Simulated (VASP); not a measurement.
Data:

```
CELL_PARAMETERS angstrom
      2.97495     0.00000     0.00000
      0.00000     2.97495     0.00000
      0.00000     0.00000     2.97495
ATOMIC_POSITIONS crystal
  Al 0.50000 0.50000 0.50000
  Ru 0.00000 0.00000 0.00000
```

These are PBEsol GGA, VASP's PBE PAW potentials (set 64) (plane waves; VASP) values and carry that method's errors. Run with 400 eV cut-off, Gaussian smearing of 0.050 eV, potentials Al Ru_pv.

Problem. Give the energies of bands 4 to 11 at the high-symmetry points, in eV from the Fermi level.

Solution. 
| band | Γ | X | M | R |
|---|---|---|---|---|
| 4 | -9.76 | -5.93 | -6.11 | -4.71 |
| 5 | -3.66 | -5.48 | -3.14 | -4.71 |
| 6 | -3.66 | -2.84 | -1.36 | -4.71 |
| 7 | 0.22 | -1.61 | -1.36 | 1.69 |
| 8 | 0.22 | -1.61 | -1.17 | 1.69 |
| 9 | 0.22 | 0.48 | -1.17 | 2.73 |
| 10 | 6.17 | 2.37 | 1.59 | 4.16 |
| 11 | 6.17 | 7.46 | 5.41 | 4.16 |

It has no gap at this level: it comes out as a metal or semimetal.

The compound is RuAl in the CsCl type structure. It was relaxed first. The electron count is odd and the run is not spin-polarised, which forces a metal.
